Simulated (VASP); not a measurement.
Calculation: revTPSS meta-GGA, VASP's PBE PAW potentials (set 64) (plane waves; VASP).

VASP ran on this input.

POSCAR:
```
CdS
1
    2.1146136076    -3.6626180273     0.0000000000
    2.1146136076     3.6626180273     0.0000000000
    0.0000000000     0.0000000000     6.8629212453
Cd S
2 2
Direct
  0.6666670000   0.3333330000   0.4999445523
  0.3333330000   0.6666670000   0.9999445523
  0.6666670000   0.3333330000   0.8770554477
  0.3333330000   0.6666670000   0.3770554477
```

### KPOINTS
```
Regular mesh
0
gamma
 6 6 4
0 0 0
```

INCAR:
```
! general
SYSTEM  = CdS
PREC    = Accurate
ENCUT   = 520
LREAL   = .FALSE.
LASPH   = .TRUE.

! electronic loop
EDIFF   = 1E-7
NELM    = 100
ALGO    = Normal
LMAXMIX = 4
LMIXTAU = .TRUE.

! smearing
ISMEAR  = 0
SIGMA   = 0.05

! functional
METAGGA = RTPSS

! ions
IBRION  = 2
NSW     = 30
ISIF    = 4
EDIFFG  = -0.01

! output
LWAVE   = .FALSE.
LCHARG  = .FALSE.
```

POTCAR, in this order: Cd S (PBE.64 set). Program: vasp_std.

The resulting files:

OSZICAR:
```
       N       E                     dE             d eps       ncg     rms          rms(c)
DAV:   1     0.298988987576E+03    0.29899E+03   -0.17675E+04   924   0.155E+03
DAV:   2     0.294032690303E+02   -0.26959E+03   -0.26181E+03  1100   0.449E+02
DAV:   3     0.929206706028E+01   -0.20111E+02   -0.19895E+02  1164   0.108E+02
DAV:   4     0.870733750337E+01   -0.58473E+00   -0.58332E+00  1174   0.238E+01
DAV:   5     0.868846214513E+01   -0.18875E-01   -0.18868E-01  1208   0.367E+00    0.127E+01
DAV:   6     0.159165232042E+02    0.72281E+01   -0.10501E+01   948   0.456E+01    0.864E+00
DAV:   7     0.189108788418E+02    0.29944E+01   -0.18653E+00  1086   0.139E+01    0.626E+00
DAV:   8     0.153830317540E+02   -0.35278E+01   -0.87974E+00   960   0.263E+01    0.731E+00
DAV:   9     0.189615110492E+02    0.35785E+01   -0.51786E+00   924   0.213E+01    0.105E+00
DAV:  10     0.189315682305E+02   -0.29943E-01   -0.15415E-01  1080   0.257E+00    0.632E-01
DAV:  11     0.188184884373E+02   -0.11308E+00   -0.20388E-02   942   0.154E+00    0.533E-01
DAV:  12     0.188806649363E+02    0.62176E-01   -0.30551E-02   936   0.128E+00    0.472E-01
DAV:  13     0.187629319184E+02   -0.11773E+00   -0.50162E-02   930   0.226E+00    0.244E-01
DAV:  14     0.187638004518E+02    0.86853E-03   -0.18497E-03  1098   0.317E-01    0.219E-01
DAV:  15     0.187633680871E+02   -0.43236E-03   -0.58449E-05  1052   0.683E-02    0.186E-01
DAV:  16     0.187634055352E+02    0.37448E-04   -0.19223E-06  1136   0.887E-03    0.188E-01
DAV:  17     0.187613857845E+02   -0.20198E-02   -0.15259E-03   936   0.332E-01    0.855E-02
DAV:  18     0.187606998959E+02   -0.68589E-03   -0.57133E-04  1050   0.190E-01    0.532E-02
DAV:  19     0.187606534543E+02   -0.46442E-04   -0.10378E-04   960   0.112E-01    0.675E-02
DAV:  20     0.187605492601E+02   -0.10419E-03   -0.47349E-05   954   0.440E-02    0.604E-02
DAV:  21     0.187605214398E+02   -0.27820E-04   -0.16839E-05  1056   0.364E-02    0.482E-02
DAV:  22     0.187605192856E+02   -0.21541E-05   -0.14139E-06   984   0.105E-02    0.414E-02
DAV:  23     0.187605234863E+02    0.42006E-05   -0.26190E-06   948   0.142E-02    0.220E-02
DAV:  24     0.187605215948E+02   -0.18914E-05   -0.15982E-06   966   0.122E-02    0.407E-03
DAV:  25     0.187605209681E+02   -0.62672E-06   -0.59246E-07   822   0.638E-03    0.314E-03
DAV:  26     0.187605210769E+02    0.10876E-06   -0.46258E-07   780   0.652E-03    0.192E-03
DAV:  27     0.187605207722E+02   -0.30466E-06   -0.91661E-08   666   0.267E-03    0.112E-03
DAV:  28     0.187605207482E+02   -0.24054E-07   -0.93033E-09   504   0.906E-04
   1 F= 0.18760521E+02 E0= 0.18760521E+02  d E =0.187605E+02
```

File OUTCAR:
```
------------------------ aborting loop because EDIFF is reached ----------------------------------------
  FORCE on cell =-STRESS in cart. coord.  units (eV):
  Direction    XX          YY          ZZ          XY          YZ          ZX
  --------------------------------------------------------------------------------------
  Total       -1.0075000     -1.0074999     -1.0350593      0.0000000      0.0000000      0.0000000
  in kB      -15.1842721    -15.1842706    -15.5996254      0.0000000      0.0000000      0.0000000
  external PRESSURE =     -15.3227227 kB  Pullay stress =       0.0000000 kB
  volume of cell :      106.31
      direct lattice vectors                 reciprocal lattice vectors
     2.114613608 -3.662618027  0.000000000     0.236449817 -0.136514372  0.000000000
     2.114613608  3.662618027  0.000000000     0.236449817  0.136514372  0.000000000
     0.000000000  0.000000000  6.862921245     0.000000000  0.000000000  0.145710546
  FREE ENERGIE OF THE ION-ELECTRON SYSTEM (eV)
  ---------------------------------------------------
  free  energy   TOTEN  =        18.7605207482 eV

  energy  without entropy=       18.7605207482  energy(sigma->0) =       18.76052075

 reached required accuracy - stopping structural energy minimisation
```
(Selected blocks of OUTCAR.)

File OUTCAR:
```
 val. band max:        0.6836576156   @ k =   0.0000   0.0000   0.0000

 cond. band min:       1.9092832175   @ k =   0.0000   0.0000   0.0000


 Fermi energy:         0.9050529766

 k-point     1 :       0.0000    0.0000    0.0000
  band No.  band energies     occupation
      1     -11.5813      2.00000
      2     -11.1977      2.00000
      3      -6.7824      2.00000
      4      -6.7786      2.00000
      5      -6.7786      2.00000
      6      -6.7055      2.00000
      7      -6.7055      2.00000
      8      -6.4333      2.00000
      9      -6.4333      2.00000
     10      -6.3538      2.00000
     11      -6.3538      2.00000
     12      -6.0611      2.00000
     13      -3.3304      2.00000
     14       0.0019      2.00000
     15       0.0020      2.00000
     16       0.6560      2.00000
     17       0.6836      2.00000
     18       0.6837      2.00000
     19       1.9093      0.00000
     20       3.5399      0.00000
     21       7.3615      0.00000
     22       7.3615      0.00000

 k-point     2 :       0.1667   -0.0000    0.0000
  band No.  band energies     occupation
      1     -11.4980      2.00000
      2     -11.1617      2.00000
      3      -6.7560      2.00000
      4      -6.7458      2.00000
      5      -6.7110      2.00000
      6      -6.6630      2.00000
      7      -6.6580      2.00000
      8      -6.4497      2.00000
      9      -6.4314      2.00000
     10      -6.3834      2.00000
     11      -6.3474      2.00000
     12      -6.0096      2.00000
     13      -3.1593      2.00000
     14      -0.8962      2.00000
     15      -0.4547      2.00000
     16      -0.2856      2.00000
     17       0.4755      2.00000
     18       0.5148      2.00000
     19       3.0252      0.00000
     20       4.3695      0.00000
     21       6.6248      0.00000
     22       7.6384      0.00000

 k-point     3 :       0.3333   -0.0000    0.0000
  band No.  band energies     occupation
      1     -11.3172      2.00000
...
```

The compound is CdS in the wurtzite structure. This cell is one point of a volume scan, at 1.03 of the reference volume.
